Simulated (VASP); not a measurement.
Here is the system:

```
Sb
1.0
    3.95633    -2.15253     0.00117
    3.95633     2.15253     0.00117
    2.78416     0.00000     3.54040
Sb
2
Direct
  0.23286   0.23286   0.23286
  0.76714   0.76714   0.76714
```

Calculation: optB88-vdW, VASP's PBE PAW potentials (set 64) (plane waves; VASP 6.6.1). Settings: 520 eV cut-off, 7×7×7 Γ-centred mesh, Gaussian smearing of 0.050 eV, potentials Sb.

Task: The ions and cell shape at fixed volume are relaxed. Which structure does the run end with?

Result: 
```
Sb
1.0
    3.90396    -2.16947    -0.02648
    3.90396     2.16947    -0.02648
    2.72255     0.00000     3.54060
Sb
2
Cartesian
  2.48302   0.00000   0.82236
  8.04745   0.00000   2.66528
```
Space group R-3m (166), at a tolerance of 0.03 Å.

Task: How much energy does the relaxation gain?

Result: The energy (σ→0) changes by -5.9 meV/atom, in 6 ionic steps.

The compound is Sb in the a7 structure. This cell is one point of a volume scan, at 0.94 of the reference volume. Symmetry was kept, so distortions that lower it aren't found.
